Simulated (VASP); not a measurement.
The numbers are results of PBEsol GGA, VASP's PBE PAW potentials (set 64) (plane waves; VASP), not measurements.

VASP input:

POSCAR:
```
PdP
3.7498390
  0.0000000000   0.7071067431   0.7071067431
  0.7071067431   0.0000000000   0.7071067431
  0.7071067431   0.7071067431   0.0000000000
Pd P
1 1
Direct
  0.0000000000   0.0000000000   0.0000000000
  0.2500000000   0.2500000000   0.2500000000
```

### INCAR
```
# general
SYSTEM  = PdP
PREC    = Accurate
ENCUT   = 400   # plane-wave cut-off (eV)
LREAL   = .False.   # projection in real space or not
LASPH   = .True.   # aspherical one-centre terms

# electronic loop
EDIFF   = 1E-7
NELM    = 100   # most electronic steps
ALGO    = Normal   # blocked Davidson
LMAXMIX = 4   # l cut-off of mixed one-centre charges

# smearing
ISMEAR  = -5   # tetrahedra, Bloechl

# functional
GGA     = PS   # PBEsol

# ions
ISIF    = 2   # forces and stress, cell fixed

# output
LWAVE   = .False.
LCHARG  = .True.
LORBIT  = 11
NEDOS   = 601
```

KPOINTS:
```
Automatic mesh
0
Gamma
13 13 13
0 0 0
```

POTCAR, in this order: Pd P (PBE.64 set). Program: vasp_std.

The resulting files:

**OSZICAR**
```
       N       E                     dE             d eps       ncg     rms          rms(c)
DAV:   1     0.558595542436E+02    0.55860E+02   -0.56529E+03  1859   0.920E+02
DAV:   2    -0.107545682835E+02   -0.66614E+02   -0.62129E+02  2013   0.209E+02
DAV:   3    -0.126504935975E+02   -0.18959E+01   -0.18782E+01  2191   0.374E+01
DAV:   4    -0.126726403324E+02   -0.22147E-01   -0.22167E-01  2187   0.452E+00
DAV:   5    -0.126730916718E+02   -0.45134E-03   -0.45207E-03  2280   0.635E-01    0.116E+01
DAV:   6    -0.121305466999E+02    0.54254E+00   -0.63067E+00  1929   0.283E+01    0.559E+00
DAV:   7    -0.119533121103E+02    0.17723E+00   -0.94119E-01  1890   0.122E+01    0.342E+00
DAV:   8    -0.119337506134E+02    0.19561E-01   -0.38218E-02  2067   0.158E+00    0.582E-01
DAV:   9    -0.119310555629E+02    0.26951E-02   -0.80865E-03  2073   0.105E+00    0.168E-01
DAV:  10    -0.119310946951E+02   -0.39132E-04   -0.92129E-04  2055   0.222E-01    0.406E-02
DAV:  11    -0.119310894781E+02    0.52170E-05   -0.19475E-05  2185   0.410E-02    0.168E-02
DAV:  12    -0.119310890763E+02    0.40185E-06   -0.75173E-06  2188   0.247E-02    0.502E-03
DAV:  13    -0.119310887831E+02    0.29316E-06   -0.32415E-07  2125   0.517E-03    0.119E-03
DAV:  14    -0.119310887632E+02    0.19951E-07   -0.12677E-08  1113   0.103E-03
   1 F= -.11931089E+02 E0= -.11931089E+02  d E =0.000000E+00
```

**OUTCAR**
```
------------------------ aborting loop because EDIFF is reached ----------------------------------------
  FORCE on cell =-STRESS in cart. coord.  units (eV):
  Direction    XX          YY          ZZ          XY          YZ          ZX
  --------------------------------------------------------------------------------------
  Total        0.0090257      0.0090257      0.0090257      0.0000000      0.0000000     -0.0000000
  in kB        0.3878557      0.3878557      0.3878557      0.0000000      0.0000000     -0.0000000
  external PRESSURE =       0.3878557 kB  Pullay stress =       0.0000000 kB
  volume of cell :       37.28
      direct lattice vectors                 reciprocal lattice vectors
     0.000000000  2.651536442  2.651536442    -0.188569914  0.188569914  0.188569914
     2.651536442  0.000000000  2.651536442     0.188569914 -0.188569914  0.188569914
     2.651536442  2.651536442  0.000000000     0.188569914  0.188569914 -0.188569914
 POSITION                                       TOTAL-FORCE (eV/Angst)
 -----------------------------------------------------------------------------------
      0.00000      0.00000      0.00000         0.000000      0.000000      0.000000
      1.32577      1.32577      1.32577        -0.000000     -0.000000     -0.000000
 -----------------------------------------------------------------------------------
    total drift:                               -0.000000     -0.000000     -0.000000
  FREE ENERGIE OF THE ION-ELECTRON SYSTEM (eV)
  ---------------------------------------------------
  free  energy   TOTEN  =       -11.9310887632 eV

  energy  without entropy=      -11.9310887632  energy(sigma->0) =      -11.93108876

 total charge

# of ion       s       p       d       tot
------------------------------------------
    1        0.605   0.615   8.531   9.751
    2        1.061   1.354   0.000   2.416
--------------------------------------------------
tot          1.666   1.969   8.531  12.166
```
(Selected blocks of OUTCAR.)

For a metal the tetrahedron method with Blöchl corrections gives inexact stress and forces.

The structure was generated: PdP was put into the zinc blende type (F-43m), which need not be its known phase. It was relaxed first, which changed the volume by -19 %. The electron count is odd and the run is not spin-polarised, which forces a metal.
